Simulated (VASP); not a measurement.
# Fe3Si (space group P4/mmm): computed properties

Method: r2SCAN meta-GGA, VASP's PBE PAW potentials (set 64) (plane waves; VASP).

space group: P4/mmm (123)
cell: a = b = 2.977 Å, c = 5.167 Å, α = β = γ = 90.00°
volume per atom: 11.45 Å³/atom
band gap (over mesh and band path): none (metal, semimetal or under 0.01 eV)
cell moment: 7.07 μB
density: 7.09 g/cm³

```xyz
4
Lattice="2.9770 0.0000 0.0000 0.0000 2.9770 0.0000 0.0000 0.0000 5.1669" Properties=species:S:1:pos:R:3 pbc="T T T"
Fe     1.4885     1.4885     3.9348
Fe     1.4885     1.4885     1.2321
Fe     0.0000     0.0000     2.5834
Si     0.0000     0.0000     0.0000
```

The run has a spin-polarised start.

The structure comes from a computed database's Fe3Si entry (P4/mmm); how it stands against other phases isn't given here. It was relaxed first. Symmetry was kept, so distortions that lower it aren't found.
